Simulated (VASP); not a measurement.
Crystal: NiMoIrPdW.

```
Ni Mo Pd Ir W
1.0
     2.76759    0.00000    0.00000
    -1.38380    2.39680    0.00000
     0.00000    0.00000   11.02252
Ni Mo Pd Ir W
1 1 1 1 1
Cartesian
  0.0000 1.5979 6.5824
  0.0000 0.0000 4.5274
  1.3838 0.7989 8.7633
  1.3838 0.7989 2.2020
  0.0000 1.5979 10.9914
```

The cell was built by a generator and needn't be a form met in nature.

Base run:

* Program: VASP 6.6.1
* Functional: r2SCAN
* Potentials or basis: VASP PAW PBE potentials, release 64 (Ni, Mo_sv, Pd, Ir, W_sv)
* Cutoff: 520 eV
* k mesh: 12 × 12 × 4
* Occupations: gaussian, width 0.1 eV
* Spin: collinear spin, ferromagnetic start
* Starting moments: [1.0, 1.0, 0.0, 0.6, 0.0] μB

Its results: net moment 0.44 μB per cell.

Task: The run is repeated on the same cell with these changes: functional from r2SCAN to PBE; further incar settings from ALGO = Normal; EDIFF = 1e-06; NBANDS = 40 to ALGO = Normal; EDIFF = 1e-07. What comes out?

Result: Net moment 0.00 μB per cell.
